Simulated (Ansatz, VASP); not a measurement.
## One calculation of Sc2GaSbAs2, two programs

```
Sc Ga Sb As
1.0
     4.49186    0.00000    0.00000
     0.00000    4.49186    0.00000
     0.00000    0.00000    6.56347
Sc Ga Sb As
2 1 1 2
Direct
  0.50000 0.00000 0.99498
  0.00000 0.50000 0.99498
  0.00000 0.00000 0.68333
  0.50000 0.50000 0.30625
  0.50000 0.50000 0.74203
  0.00000 0.00000 0.27842
```

Change from the starting cell: species swapped into the LaYMn2Si2 type (P4mm, No. 99).

Alike in both runs: functional PBE; k mesh 4 × 4 × 4; occupations gaussian, width 0.1 eV; no spin polarisation.

Ansatz relaxed the structure, and its values are those at the end. VASP's run is a single point on that final structure, the one shown.

|  | VASP | Ansatz |
| --- | --- | --- |
| version | VASP 6.6.1 | Ansatz 0.2.0 |
| potentials or method | VASP PAW PBE potentials, release 64 (Sc_sv, Ga_d, Sb, As) | scalar-relativistic, plane waves, PAW |
| plane-wave cutoff (eV) | 520 | 420 |
| valence electrons in the cell | 50 | 80 |

VASP gave:

- gap on the k mesh at the Fermi level (eV): none
- pressure (GPa): 0.1
- rms of the force components (eV/Å): 0.006

Problem. Estimate Ansatz's values.

Solution. gap on the k mesh at the Fermi level (eV): none; pressure (GPa): 0.0; rms of the force components (eV/Å): 0.003.

A gap of «none» marks a metal or a gap that the smearing closes. The two sets of potentials don't hold the same shells in valence.

The runs have no spin-orbit coupling, so splittings on Sb are missing.
